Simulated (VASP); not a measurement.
Given:

```
CELL_PARAMETERS angstrom
      4.00678     0.00000     0.00000
      0.00000     4.00678     0.00000
      0.00000     0.00000     4.00678
ATOMIC_POSITIONS crystal
  Tl 0.00000 0.00000 0.00000
  Br 0.50000 0.50000 0.50000
```

Level of theory: PBE0 hybrid, VASP's PBE PAW potentials (set 64) (plane waves; VASP). Numerical set-up: 520 eV cut-off, 6×6×6 Γ-centred mesh, Gaussian smearing of 0.050 eV, potentials Tl_d Br.

Unless said otherwise, spin-orbit coupling is left out, though it shifts the bands of the heavy elements here.

Question: Estimate the energy per atom (σ→0), band gap (on the k-mesh) with the smallest direct gap where there is one.

Answer: 
```json
{
 "band gap (on the k-mesh)": "3.24 eV",
 "smallest direct gap (on the k-mesh)": "3.24 eV",
 "energy per atom (σ→0)": "-3.614 eV/atom"
}
```

The absolute energy has meaning only against runs of the same code, potentials and settings.

The compound is TlBr in the CsCl type structure. This cell is one point of a volume scan, at 0.97 of the reference volume. The cell's shape comes from a PBE relaxation.
